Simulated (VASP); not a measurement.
Output of a VASP run:

OSZICAR:
```
...
DAV:   1    -0.345582750681E+03   -0.53004E-02   -0.21060E-01   356   0.802E-01    0.190E-01
RMM:   2    -0.345584048885E+03   -0.12982E-02   -0.16778E-02   322   0.231E-01    0.836E-02
RMM:   3    -0.345584301103E+03   -0.25222E-03   -0.31332E-03   328   0.108E-01    0.465E-02
RMM:   4    -0.345584320531E+03   -0.19427E-04   -0.49986E-04   330   0.472E-02    0.223E-02
RMM:   5    -0.345584328864E+03   -0.83336E-05   -0.93801E-05   295   0.218E-02
   3 F= -.34558433E+03 E0= -.34558433E+03  d E =-.275231E+00
       N       E                     dE             d eps       ncg     rms          rms(c)
DAV:   1    -0.345608381104E+03   -0.24061E-01   -0.56871E-01   340   0.138E+00    0.345E-01
RMM:   2    -0.345611627645E+03   -0.32465E-02   -0.38447E-02   322   0.404E-01    0.146E-01
RMM:   3    -0.345612100980E+03   -0.47334E-03   -0.65159E-03   325   0.183E-01    0.713E-02
RMM:   4    -0.345612165747E+03   -0.64767E-04   -0.11523E-03   337   0.799E-02    0.342E-02
RMM:   5    -0.345612181386E+03   -0.15639E-04   -0.19765E-04   333   0.337E-02    0.109E-02
RMM:   6    -0.345612185247E+03   -0.38611E-05   -0.44603E-05   241   0.150E-02
   4 F= -.34561219E+03 E0= -.34561219E+03  d E =-.278564E-01
       N       E                     dE             d eps       ncg     rms          rms(c)
DAV:   1    -0.345614306379E+03   -0.21250E-02   -0.11150E-01   356   0.613E-01    0.154E-01
RMM:   2    -0.345614938338E+03   -0.63196E-03   -0.75066E-03   322   0.179E-01    0.642E-02
RMM:   3    -0.345615032678E+03   -0.94341E-04   -0.12891E-03   325   0.814E-02    0.310E-02
RMM:   4    -0.345615045836E+03   -0.13158E-04   -0.22581E-04   333   0.355E-02    0.141E-02
RMM:   5    -0.345615049224E+03   -0.33875E-05   -0.42205E-05   239   0.152E-02
   5 F= -.34561505E+03 E0= -.34561505E+03  d E =-.307204E-01
       N       E                     dE             d eps       ncg     rms          rms(c)
DAV:   1    -0.345620640368E+03   -0.55945E-02   -0.14992E-01   348   0.738E-01    0.201E-01
RMM:   2    -0.345621427054E+03   -0.78669E-03   -0.89986E-03   322   0.210E-01    0.794E-02
RMM:   3    -0.345621549402E+03   -0.12235E-03   -0.15457E-03   325   0.954E-02    0.383E-02
RMM:   4    -0.345621563034E+03   -0.13632E-04   -0.25858E-04   332   0.419E-02    0.161E-02
RMM:   5    -0.345621567982E+03   -0.49477E-05   -0.56297E-05   272   0.192E-02
   6 F= -.34562157E+03 E0= -.34562157E+03  d E =-.651876E-02
       N       E                     dE             d eps       ncg     rms          rms(c)
DAV:   1    -0.345622117679E+03   -0.55465E-03   -0.31335E-02   364   0.337E-01    0.920E-02
RMM:   2    -0.345622286722E+03   -0.16904E-03   -0.19189E-03   322   0.973E-02    0.362E-02
RMM:   3    -0.345622313544E+03   -0.26823E-04   -0.33199E-04   325   0.445E-02    0.179E-02
RMM:   4    -0.345622316656E+03   -0.31114E-05   -0.55212E-05   289   0.196E-02
   7 F= -.34562232E+03 E0= -.34562232E+03  d E =-.726743E-02
       N       E                     dE             d eps       ncg     rms          rms(c)
DAV:   1    -0.345623212318E+03   -0.89877E-03   -0.35465E-02   356   0.358E-01    0.969E-02
RMM:   2    -0.345623405167E+03   -0.19285E-03   -0.21662E-03   322   0.997E-02    0.364E-02
RMM:   3    -0.345623434170E+03   -0.29003E-04   -0.37579E-04   326   0.459E-02    0.175E-02
RMM:   4    -0.345623437546E+03   -0.33768E-05   -0.65175E-05   310   0.204E-02
   8 F= -.34562344E+03 E0= -.34562344E+03  d E =-.112089E-02
```

OUTCAR:
```
------------------------ aborting loop because EDIFF is reached ----------------------------------------
  FORCE on cell =-STRESS in cart. coord.  units (eV):
  Direction    XX          YY          ZZ          XY          YZ          ZX
  --------------------------------------------------------------------------------------
  Total       -1.7463032     -1.7295448     -1.7423691     -0.0170309     -0.0249098     -0.0670761
  in kB       -2.1385859     -2.1180629     -2.1337680     -0.0208566     -0.0305055     -0.0821438
  external PRESSURE =      -2.1301390 kB  Pullay stress =       0.0000000 kB
  volume of cell :     1308.29
      direct lattice vectors                 reciprocal lattice vectors
    10.937074700  0.000000000  0.000000000     0.091432127  0.000000000  0.000000000
     0.000000000 10.937074700  0.000000000     0.000000000  0.091432127  0.000000000
     0.000000000  0.000000000 10.937074700     0.000000000  0.000000000  0.091432127
 POSITION                                       TOTAL-FORCE (eV/Angst)
 -----------------------------------------------------------------------------------
      5.46867      0.00138      0.00247        -0.002529      0.003017      0.006674
      6.84028      1.36671      1.36899         0.007552     -0.001621      0.004073
      8.20483      2.73109      0.00314         0.006112      0.003529     -0.009735
      9.57023      4.09641      1.36874        -0.004155     -0.006663      0.002686
      8.20463      0.00031      2.73398         0.008323     -0.000008     -0.002755
      9.57158      1.36757      4.09638        -0.004901     -0.003554     -0.004733
     10.93697     10.93677     10.93674         0.001576      0.006743      0.004066
      1.36707      1.36712      1.36687        -0.002458     -0.006260     -0.003617
      2.73379      2.73335      0.00125        -0.003908     -0.001953      0.006582
      4.10206      4.10138      1.36322        -0.008092     -0.009514     -0.004962
      5.46791      5.46740      0.00198         0.003380      0.006928     -0.001934
      6.83644      6.83668      1.35938         0.007530      0.001773     -0.005407
      8.20461      8.20448     10.93619         0.004062      0.009598      0.009057
      9.57023      9.57053      1.36700         0.002943     -0.003161     -0.000248
      2.73431      0.00231      2.73422        -0.011585      0.005701     -0.004720
      4.10254      1.36391      4.10191        -0.005608     -0.008955      0.001090
      5.45591      2.72891      2.72880        -0.002571     -0.008230     -0.008144
      6.87789      4.06504      4.06573        -0.006422     -0.007413     -0.006152
      8.21262      5.48682      2.72637        -0.003818     -0.002640      0.003171
      9.57748      6.83831      4.10265         0.008289     -0.006330     -0.008974
      5.46844      0.00055      5.46813         0.000151      0.002093      0.004305
      6.83580      1.36013      6.83611         0.002486     -0.003534      0.002600
      8.21318      2.72528      5.48567        -0.000381      0.003615      0.000546
      9.57943      4.10022      6.83748         0.000808     -0.007157      0.002839
      8.20378     10.93674      8.20384         0.004745      0.014891      0.014221
      9.57033      1.36696      9.57009         0.001089     -0.005415      0.003334
     10.93552      5.46838      0.00368        -0.000811      0.002273      0.003181
      1.36582      6.84016      1.36744         0.003097      0.006693      0.004216
      2.73183      8.20544      0.00286        -0.003174      0.010347     -0.004183
      4.09635      9.57284      1.36796        -0.005482     -0.006382     -0.000224
      0.00100      2.73365      2.73324         0.005400     -0.003238      0.000386
      1.36230      4.10209      4.10131        -0.011467     -0.010071     -0.001425
      2.72644      5.45405      2.72613        -0.004276      0.006626     -0.000658
      4.05982      6.88086      4.06101         0.003140     -0.011556      0.000914
      5.48646      8.21373      2.72446        -0.009971     -0.000928      0.009998
      6.83754      9.57688      4.10315        -0.000510      0.004406     -0.009004
     10.93466     10.93669      5.46865        -0.000473      0.004250      0.000868
      1.36536      1.36482      6.84026         0.001569     -0.000995      0.004791
      2.72462      2.72543      5.45493        -0.003109     -0.000790      0.002717
      4.05359      4.05919      6.88716         0.008626      0.004679     -0.018620
      6.87748      6.87606      6.88499         0.003553      0.002463     -0.011639
      8.21024      8.20959      5.45607         0.006039      0.012774     -0.001153
      9.56939      9.57107      6.84090        -0.002418     -0.007046      0.002437
      2.73307      0.00084      8.20449        -0.003391     -0.001071      0.008363
      4.09656      1.36582      9.57279        -0.006363     -0.000926     -0.000391
      5.48466      2.72383      8.21480         0.001164      0.004076      0.002634
      6.83709      4.09947      9.58056         0.000645     -0.006270     -0.000959
      8.21520      5.44977      8.21656        -0.003554      0.012575     -0.004640
      9.57276      6.84106      9.57255        -0.000903      0.003106      0.000622
      0.00091      8.20500      2.73361        -0.000604      0.012941     -0.004061
      1.36637      9.57374      4.09651        -0.004660     -0.001937     -0.006502
      0.00021      5.46811      5.46779        -0.000530      0.007410      0.008061
      1.35806      6.83795      6.83547         0.000412     -0.005295      0.011019
      2.72365      8.21463      5.48511         0.005011      0.000312     -0.001957
      4.10132      9.57828      6.83681        -0.005339     -0.000926      0.006466
      0.00227      2.73196      8.20514        -0.008962      0.002710      0.008554
...
```
(Selected blocks of OUTCAR.)

POSCAR:
```
AsSi63
1
   10.9370747004     0.0000000000     0.0000000000
    0.0000000000    10.9370747004     0.0000000000
   -0.0000000000    -0.0000000000    10.9370747004
Si As
63 1
Direct
  0.5000000000   0.0000000000   0.0000000000
  0.6250000000   0.1250000000   0.1250000000
  0.7500000000   0.2500000000   0.0000000000
  0.8750000000   0.3750000000   0.1250000000
  0.7500000000   0.0000000000   0.2500000000
  0.8750000000   0.1250000000   0.3750000000
  0.0000000000   0.0000000000   0.0000000000
  0.1250000000   0.1250000000   0.1250000000
  0.2500000000   0.2500000000   0.0000000000
  0.3750000000   0.3750000000   0.1250000000
  0.5000000000   0.5000000000   0.0000000000
  0.6250000000   0.6250000000   0.1250000000
  0.7500000000   0.7500000000   0.0000000000
  0.8750000000   0.8750000000   0.1250000000
  0.2500000000   0.0000000000   0.2500000000
  0.3750000000   0.1250000000   0.3750000000
  0.5000000000   0.2500000000   0.2500000000
  0.6254290000   0.3793020000   0.3786580000
  0.7500000000   0.5000000000   0.2500000000
  0.8750000000   0.6250000000   0.3750000000
  0.5000000000   0.0000000000   0.5000000000
  0.6250000000   0.1250000000   0.6250000000
  0.7500000000   0.2500000000   0.5000000000
  0.8750000000   0.3750000000   0.6250000000
  0.7500000000   0.0000000000   0.7500000000
  0.8750000000   0.1250000000   0.8750000000
  0.0000000000   0.5000000000   0.0000000000
  0.1250000000   0.6250000000   0.1250000000
  0.2500000000   0.7500000000   0.0000000000
  0.3750000000   0.8750000000   0.1250000000
  0.0000000000   0.2500000000   0.2500000000
  0.1250000000   0.3750000000   0.3750000000
  0.2500000000   0.5000000000   0.2500000000
  0.3759740000   0.6267570000   0.3753710000
  0.5000000000   0.7500000000   0.2500000000
  0.6250000000   0.8750000000   0.3750000000
  0.0000000000   0.0000000000   0.5000000000
  0.1250000000   0.1250000000   0.6250000000
  0.2500000000   0.2500000000   0.5000000000
  0.3761170000   0.3793120000   0.6265250000
  0.6228090000   0.6212300000   0.6266010000
  0.7500000000   0.7500000000   0.5000000000
  0.8750000000   0.8750000000   0.6250000000
  0.2500000000   0.0000000000   0.7500000000
  0.3750000000   0.1250000000   0.8750000000
  0.5000000000   0.2500000000   0.7500000000
  0.6250000000   0.3750000000   0.8750000000
  0.7500000000   0.5000000000   0.7500000000
  0.8750000000   0.6250000000   0.8750000000
  0.0000000000   0.7500000000   0.2500000000
  0.1250000000   0.8750000000   0.3750000000
  0.0000000000   0.5000000000   0.5000000000
  0.1250000000   0.6250000000   0.6250000000
  0.2500000000   0.7500000000   0.5000000000
  0.3750000000   0.8750000000   0.6250000000
  0.0000000000   0.2500000000   0.7500000000
  0.1250000000   0.3750000000   0.8750000000
  0.2500000000   0.5000000000   0.7500000000
  0.3750000000   0.6250000000   0.8750000000
  0.5000000000   0.7500000000   0.7500000000
  0.6250000000   0.8750000000   0.8750000000
  0.0000000000   0.7500000000   0.7500000000
  0.1250000000   0.8750000000   0.8750000000
  0.4995110000   0.4974630000   0.5035510000
```

Q: Reconstruct the remaining input files.

A: Several could match; the one computed here: the input of the run itself, PBE GGA, plane waves, VASP's PBE PAW potentials (set 64).

### INCAR
```
SYSTEM = AsSi63
PREC = Normal
ENCUT = 400
EDIFF = 1E-5
NELM = 100
ALGO = Fast
LREAL = Auto
LASPH = .TRUE.
ISMEAR = 0
SIGMA = 0.05
GGA = PE
LMAXMIX = 4
LWAVE = .TRUE.
LCHARG = .FALSE.
NELMIN = 4
ISYM = 0
NELECT = 256.0
IBRION = 2
ISIF = 2
NSW = 60
EDIFFG = -0.03
```

File KPOINTS:
```
Automatic mesh
0
Gamma
1 1 1
0 0 0
```

POTCAR, in this order: Si As (PBE.64 set). Program: vasp_gam.

The cell is charged, with a uniform compensating background. The supercell is sampled at Γ alone, which is coarse: total energies, pressure and levels can be off, energies of defects by several tenths of an eV.

The cell is a supercell with a defect, built from Si (diamond): As_Si, charge +1. The run is not spin-polarised, so no state with unpaired spins was tried.
